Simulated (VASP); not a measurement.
Output of a VASP run:

File OUTCAR:
```
 ion  position               nearest neighbor table
   1  0.948  0.000  0.616-   6 2.78   6 2.78   5 2.79
   2  0.525  0.500  0.554-   6 2.80   5 2.87   5 2.87   8 2.90
   3  0.025  0.000  0.446-   7 2.80   8 2.87   8 2.87   5 2.90
   4  0.448  0.500  0.384-   7 2.78   7 2.78   8 2.79
   5  0.274  0.000  0.544-   1 2.79   2 2.87   2 2.87   3 2.90
   6  0.753  0.500  0.650-   1 2.78   1 2.78   2 2.80
   7  0.253  0.000  0.350-   4 2.78   4 2.78   3 2.80
   8  0.774  0.500  0.456-   4 2.79   3 2.87   3 2.87   2 2.90
  LATTYP: Found a simple orthorhombic cell.
 ALAT       =     4.6514844638
 B/A-ratio  =     1.4142135025
 C/A-ratio  =     5.2837774825
 Subroutine PRICEL returns:
 Original cell was already a primitive cell.
 Subroutine GETGRP returns: Found  4 space group operations
The static configuration has the point symmetry C_1h.
 The point group associated with its full space group is C_2v.
The dynamic configuration has the point symmetry C_1h.
 Subroutine INISYM returns: Found  4 space group operations
 Subroutine IBZKPT returns following result:
 Found      6 irreducible k-points:

 Following reciprocal coordinates:
            Coordinates               Weight
  0.000000  0.000000  0.000000      1.000000
  0.333333  0.000000  0.000000      2.000000
  0.000000  0.200000  0.000000      2.000000
  0.333333  0.200000  0.000000      4.000000
  0.000000  0.400000  0.000000      2.000000
  0.333333  0.400000  0.000000      4.000000
   k-points           NKPTS =      6   k-points in BZ     NKDIM =      6   number of bands    NBANDS=     43
   number of dos      NEDOS =    301   number of ions     NIONS =      8
   total plane-waves  NPLWV =  92160
   dimension x,y,z NGX =    32 NGY =   24 NGZ =  120
   dimension x,y,z NGXF=    64 NGYF=   48 NGZF=  240
   ions per type =               4   4
   PREC   = normal    normal or accurate (medium, high low for compatibility)
   ISTART =      0    job   : 0-new  1-cont  2-samecut
   ICHARG =      2    charge: 1-file 2-atom 10-const
   ISPIN  =      1    spin polarized calculation?
   LNONCOLLINEAR =      F non collinear calculations
   LSORBIT =      F    spin-orbit coupling
   INIWAV =      1    electr: 0-lowe 1-rand  2-diag
   ENCUT  =  400.0 eV  29.40 Ry    5.42 a.u.  10.73  7.59 40.08*2*pi/ulx,y,z
   NELM   =    100;   NELMIN=  4; NELMDL= -5     # of ELM steps
   EDIFF  = 0.1E-04   stopping-criterion for ELM
   LREAL  =      F    real-space projection
   NLSPLINE    = F    spline interpolate recip. space projectors
   LMAXMIX     =    6 max onsite mixed and CHGCAR
   VOSKOWN=      0    Vosko Wilk Nusair interpolation
   EDIFFG = -.3E-01   stopping-criterion for IOM
   NSW    =    120    number of steps for IOM
   NBLOCK =      1;   KBLOCK =    120    inner block; outer block
   IBRION =      2    ionic relax: 0-MD 1-quasi-New 2-CG
   NFREE  =      1    steps in history (QN), initial steepest desc. (CG)
   ISIF   =      2    stress and relaxation
   ISYM   =      2    0-nonsym 1-usesym 2-fastsym
   TEIN   =    0.0    initial temperature
   TEBEG  =    0.0;   TEEND  =   0.0 temperature during run
   SMASS  =  -3.00    Nose mass-parameter (am)
   PSTRESS=    0.0 pullay stress
   NELECT =      72.0000    total number of electrons
   EFERMI =   0.00;   METHOD = LEGACY
   ISMEAR =     0;   SIGMA  =   0.05  broadening in eV -4-tet -1-fermi 0-gaus
   IALGO  =     38    algorithm
   LDIAG  =      T    sub-space diagonalisation (order eigenvalues)
   IMIX   =      4    mixing-type and parameters
     AMIX     =   0.40;   BMIX     =  1.00
     AMIX_MAG =   1.60;   BMIX_MAG =  1.00
     AMIN     =   0.10
   METAGGA = R2SCAN    functional components
   VOSKOWN =     0    Vosko Wilk Nusair interpolation
   LHFCALC =     F    Hartree Fock is set to
   LHFONE  =     F    Hartree Fock one center treatment
   AEXX    =    0.0000 exact exchange contribution
   IVDW    =     0    specifies the selected vdW correction
   LEPSILON=     F    determine dielectric tensor
   LRPA    =     F    only Hartree local field effects (RPA)
  energy-cutoff  :      400.00
...
```

OSZICAR:
```
...
DAV:   1    -0.300091562155E+03    0.76949E-02   -0.27890E+00   516   0.696E+00    0.151E-01
DAV:   2    -0.300094652696E+03   -0.30905E-02   -0.17565E-02   516   0.668E-01    0.855E-02
DAV:   3    -0.300098700453E+03   -0.40478E-02   -0.22101E-03   516   0.314E-01    0.642E-02
DAV:   4    -0.300097458358E+03    0.12421E-02   -0.12962E-03   522   0.218E-01    0.409E-02
DAV:   5    -0.300098889586E+03   -0.14312E-02   -0.52010E-04   516   0.158E-01    0.200E-02
DAV:   6    -0.300099094580E+03   -0.20499E-03   -0.50126E-05   519   0.469E-02    0.926E-03
DAV:   7    -0.300099230212E+03   -0.13563E-03   -0.13047E-04   516   0.970E-02    0.317E-03
DAV:   8    -0.300099267367E+03   -0.37155E-04   -0.17684E-05   393   0.318E-02    0.192E-03
DAV:   9    -0.300099278540E+03   -0.11173E-04   -0.13436E-05   372   0.328E-02    0.133E-03
DAV:  10    -0.300099292473E+03   -0.13933E-04   -0.10540E-05   356   0.280E-02    0.362E-04
DAV:  11    -0.300099284951E+03    0.75218E-05   -0.35896E-06   336   0.179E-02
  20 F= -.30009928E+03 E0= -.30009928E+03  d E =-.581856E-02
       N       E                     dE             d eps       ncg     rms          rms(c)
DAV:   1    -0.300098624566E+03    0.66791E-03   -0.55735E-01   516   0.324E+00    0.270E-01
DAV:   2    -0.300099212713E+03   -0.58815E-03   -0.68023E-03   525   0.376E-01    0.676E-02
DAV:   3    -0.300100273228E+03   -0.10605E-02   -0.11942E-03   516   0.225E-01    0.491E-02
DAV:   4    -0.300100256795E+03    0.16433E-04   -0.42944E-04   516   0.133E-01    0.275E-02
DAV:   5    -0.300100450786E+03   -0.19399E-03   -0.41642E-04   516   0.135E-01    0.981E-03
DAV:   6    -0.300100548905E+03   -0.98119E-04   -0.89952E-05   508   0.629E-02    0.544E-03
DAV:   7    -0.300100562513E+03   -0.13608E-04   -0.65191E-06   324   0.214E-02    0.419E-03
DAV:   8    -0.300100559919E+03    0.25940E-05   -0.73529E-06   324   0.219E-02
  21 F= -.30010056E+03 E0= -.30010056E+03  d E =-.127497E-02
       N       E                     dE             d eps       ncg     rms          rms(c)
DAV:   1    -0.300100154674E+03    0.40784E-03   -0.17382E-01   522   0.181E+00    0.151E-01
DAV:   2    -0.300100297934E+03   -0.14326E-03   -0.21284E-03   522   0.212E-01    0.377E-02
DAV:   3    -0.300100656292E+03   -0.35836E-03   -0.38007E-04   516   0.130E-01    0.276E-02
DAV:   4    -0.300100662990E+03   -0.66986E-05   -0.13976E-04   516   0.803E-02    0.154E-02
DAV:   5    -0.300100691048E+03   -0.28058E-04   -0.14165E-04   516   0.864E-02    0.557E-03
DAV:   6    -0.300100741546E+03   -0.50497E-04   -0.31745E-05   372   0.420E-02    0.316E-03
DAV:   7    -0.300100751492E+03   -0.99467E-05   -0.35220E-06   324   0.161E-02
  22 F= -.30010075E+03 E0= -.30010075E+03  d E =-.146654E-02
       N       E                     dE             d eps       ncg     rms          rms(c)
DAV:   1    -0.300100570274E+03    0.17127E-03   -0.12803E-01   516   0.153E+00    0.952E-02
DAV:   2    -0.300100556757E+03    0.13517E-04   -0.13755E-03   536   0.179E-01    0.271E-02
DAV:   3    -0.300100722011E+03   -0.16525E-03   -0.24536E-04   516   0.103E-01    0.199E-02
DAV:   4    -0.300100805183E+03   -0.83173E-04   -0.13883E-04   516   0.703E-02    0.990E-03
DAV:   5    -0.300100929029E+03   -0.12385E-03   -0.11593E-04   516   0.711E-02    0.427E-03
DAV:   6    -0.300100969930E+03   -0.40901E-04   -0.30372E-05   446   0.450E-02    0.164E-03
DAV:   7    -0.300100977080E+03   -0.71502E-05   -0.51199E-06   330   0.194E-02
  23 F= -.30010098E+03 E0= -.30010098E+03  d E =-.225588E-03
```

### OUTCAR
```
------------------------ aborting loop because EDIFF is reached ----------------------------------------
  FORCE on cell =-STRESS in cart. coord.  units (eV):
  Direction    XX          YY          ZZ          XY          YZ          ZX
  --------------------------------------------------------------------------------------
  Total       -0.9506384     -2.9615180     -0.1964087      0.0000000      0.0000000      0.0000000
  in kB       -2.0253109     -6.3094388     -0.4184437      0.0000000      0.0000000      0.0000000
  external PRESSURE =      -2.9177312 kB  Pullay stress =       0.0000000 kB
  volume of cell :      752.03
      direct lattice vectors                 reciprocal lattice vectors
     6.578192135  0.000000000  0.000000000     0.152017451  0.000000000  0.000000000
     0.000000000  4.651484464  0.000000000     0.000000000  0.214985132  0.000000000
     0.000000000  0.000000000 24.577408870     0.000000000  0.000000000  0.040687772
 POSITION                                       TOTAL-FORCE (eV/Angst)
 -----------------------------------------------------------------------------------
      6.31248      0.00000     15.06310        -0.002305      0.000000     -0.018675
      3.22619      2.32574     14.00998        -0.007503      0.000000      0.003648
      6.51529      0.00000     10.56743        -0.007503      0.000000     -0.003648
      3.02339      2.32574      9.51431        -0.002305      0.000000      0.018675
      1.81200      0.00000     13.22573         0.007834      0.000000      0.006479
      5.09480      2.32574     16.05827         0.001973      0.000000      0.000175
      1.80571      0.00000      8.51914         0.001973      0.000000     -0.000175
      5.10110      2.32574     11.35167         0.007834      0.000000     -0.006479
 -----------------------------------------------------------------------------------
    total drift:                                0.003798      0.000000      0.000002
  FREE ENERGIE OF THE ION-ELECTRON SYSTEM (eV)
  ---------------------------------------------------
  free  energy   TOTEN  =      -300.1009770801 eV

  energy  without entropy=     -300.1009770801  energy(sigma->0) =     -300.10097708

 reached required accuracy - stopping structural energy minimisation
```
(Selected blocks of OUTCAR.)

**POSCAR**
```
HgTe(110) slab
1
    6.5781921352     0.0000000000     0.0000000000
    0.0000000000     4.6514844638    -0.0000000000
   -0.0000000000    -0.0000000000    24.5774088701
Hg Te
4 4
Direct
  0.9479783970   0.0000000000   0.6163041500
  0.5253767914   0.5000000000   0.5538747777
  0.0253767914   0.0000000000   0.4461252223
  0.4479783970   0.5000000000   0.3836958500
  0.2737124494   0.0000000000   0.5435872541
  0.7529323622   0.5000000000   0.6503578733
  0.2529323622   0.0000000000   0.3496421267
  0.7737124494   0.5000000000   0.4564127459
```

**Question.** Reconstruct the remaining input files.

**Answer.** Several could match; the one computed here: the input of the run itself, r2SCAN meta-GGA, plane waves, VASP's PBE PAW potentials (set 64).

**INCAR**
```
SYSTEM = HgTe(110) slab
PREC = Normal
ENCUT = 400
EDIFF = 1E-5
NELM = 100
ALGO = Normal
LREAL = .FALSE.
LASPH = .TRUE.
ISMEAR = 0
SIGMA = 0.05
METAGGA = R2SCAN
LMIXTAU = .TRUE.
LMAXMIX = 6
LWAVE = .TRUE.
LCHARG = .FALSE.
NELMIN = 4
LDIPOL = .TRUE.
IDIPOL = 3
DIPOL = 0.5 0.5 0.5
IBRION = 2
ISIF = 2
NSW = 120
EDIFFG = -0.03
```

File KPOINTS:
```
Regular mesh
0
Gamma
 3 5 1
0 0 0
```

POTCAR, in this order: Hg Te (PBE.64 set). Program: vasp_std.

The cell is a thin slab with vacuum, built from HgTe (zinc blende): (110) face.
